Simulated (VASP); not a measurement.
A cell of CdS (wurtzite) near equilibrium:

```yaml
crystal:
  lattice:
    - [2.09804, -3.63390, 0.00000]
    - [2.09804, 3.63390, 0.00000]
    - [0.00000, 0.00000, 6.81490]
  atoms:
    - { symbol: Cd, position: [0.66667, 0.33333, 0.50000] }
    - { symbol: Cd, position: [0.33333, 0.66667, 0.00000] }
    - { symbol: S, position: [0.66667, 0.33333, 0.87700] }
    - { symbol: S, position: [0.33333, 0.66667, 0.37700] }
```

Calculation: PBE GGA, VASP's PBE PAW potentials (set 64) (plane waves; VASP).

```
run               ΔE (meV/atom)    σxx    σyy    σzz  largest shear component, with its sign (GPa)  gap (eV)
----------------  -------------  -----  -----  -----  --------------------------------------------  --------
as it is                    0.0   0.36   0.36   0.44                                          0.00      1.12
after one change            5.3  -1.87  -1.87  -1.78                                          0.00      1.01
```
Stress is in GPa, positive when the cell is compressed; gaps are those on the k-mesh, and 0.00 means metallic.

Problem. Name the change that produced these shifts.
A) isotropic strain of -1.5 %
B) isotropic strain of -0.5 %
C) isotropic strain of +1.5 %
D) uniaxial strain of +4.0 % along z

Solution. C, isotropic strain of +1.5 %

The compound is CdS in the wurtzite structure.
